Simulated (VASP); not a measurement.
A convergence study with VASP on Ti3Al (space group no. 194 when undisturbed): a few settings are varied, all else stays as given below, so the limit is that of these other settings. One atom is moved off its site, so that forces are finite.

```
AlTi3
1.0
    5.77644     0.00000     0.00000
   -2.88822     5.00254     0.00000
    0.00000     0.00000     4.65370
Ti Al
6 2
Direct
  0.82990   0.65980   0.25000
  0.17010   0.34020   0.75000
  0.17010   0.82990   0.75000
  0.82990   0.17010   0.25000
  0.34020   0.17010   0.25000
  0.65980   0.82990   0.75000
  0.33333   0.66667   0.26074
  0.66667   0.33333   0.75000
```

The numbers are results of LDA (Ceperley-Alder, Perdew-Zunger), VASP's LDA PAW potentials (set 64) (plane waves; VASP), not measurements. The last row used: 300 eV cut-off, 10×10×11 Γ-centred mesh, tetrahedra with Blöchl corrections, potentials Ti_sv Al.

```csv
setting,E (eV/atom),pressure (GPa),largest force (eV/Å),irreducible k-points
3×3×3 mesh,-7.7123,-8.51,0.331,7
4×4×4 mesh,___,___,0.306,13
4×4×5 mesh,-7.7073,-8.38,0.330,14
5×5×6 mesh,-7.7094,-8.45,0.306,24
7×7×7 mesh,-7.7090,-8.45,0.335,44
8×8×9 mesh,___,___,0.332,70
10×10×11 mesh,-7.7093,-8.47,0.332,124
```

Problem. Fill in the missing entries.

Solution. 
- 8×8×9 mesh, E (eV/atom): -7.7095
- 8×8×9 mesh, pressure (GPa): -8.46
- 4×4×4 mesh, E (eV/atom): -7.7080
- 4×4×4 mesh, pressure (GPa): -8.40

Left out are rungs that failed or repeat a setting and relaxations that didn't move; long series are thinned to 24 rows.

The structure comes from a computed database's Ti3Al entry (space group no. 194); how it stands against other phases isn't given here. The cell was not relaxed at this level, it is distorted from the ideal structure.
